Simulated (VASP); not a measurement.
An input for Ansatz (written as the equivalent of a VASP run, and not itself run):

Ansatz 0.2 input:
```yaml
crystal:
  lattice:
    - [0.0000000, 2.0600600, 2.0600600]
    - [2.0600600, 0.0000000, 2.0600600]
    - [2.0600600, 2.0600600, 0.0000000]
  atoms:
    - { symbol: Ga, position: [0.0000000, 0.0000000, 0.0000000] }
    - { symbol: N, position: [0.5000000, 0.5000000, 0.5000000] }
kpoints:
  mp_grid: { grid: [11, 11, 11] }
hamiltonian:
  xc: pbesol
  pseudopotentials: { kind: paw }
scf:
  occupations: { method: gaussian, width: 0.05 }
  max_iter: 100
relax:
  max_steps: 40
  f_tol: 0.02
  cell: { p_target: 30 }
output: { forces: true, stress: true, eigenvalues: true }
```

Translate this input to VASP (INCAR, KPOINTS, POSCAR, choice of POTCAR).

Several could match; the one computed here: 
File KPOINTS:
```
Automatic mesh
0
Gamma
11 11 11
0 0 0
```

POSCAR:
```
GaN
1
    0.0000000000     2.0600600016     2.0600600016
    2.0600600016     0.0000000000     2.0600600016
    2.0600600016     2.0600600016     0.0000000000
Ga N
1 1
Direct
  0.0000000000   0.0000000000   0.0000000000
  0.5000000000   0.5000000000   0.5000000000
```

INCAR:
```
ALGO  =  Normal
EDIFF  =  1E-6
EDIFFG  =  -0.02
ENCUT  =  620
GGA  =  PS
IBRION  =  2
ISIF  =  3
ISMEAR  =  0
LASPH  =  .TRUE.
LCHARG  =  .FALSE.
LMAXMIX  =  4
LREAL  =  .FALSE.
LWAVE  =  .FALSE.
NELM  =  100
NSW  =  40
PREC  =  Accurate
PSTRESS  =  300
SIGMA  =  0.05
SYSTEM  =  GaN
```

POTCAR, in this order: Ga_d N (PBE.64 set). Program: vasp_std.

The two are equivalent in intent, not identical: each code has its own PAW files, so the cut-off isn't converted (ENCUT is set for VASP's; basis.ecutwfc is left out, and Ansatz then takes the one that its files recommend); Ansatz stops its SCF on the density residual and VASP on the energy change (EDIFF).

The structure was generated: GaN was put into the rock salt type (Fm-3m), which need not be its known phase. This run relaxes it under an external pressure of 30 GPa. Symmetry was kept, so distortions that lower it aren't found.
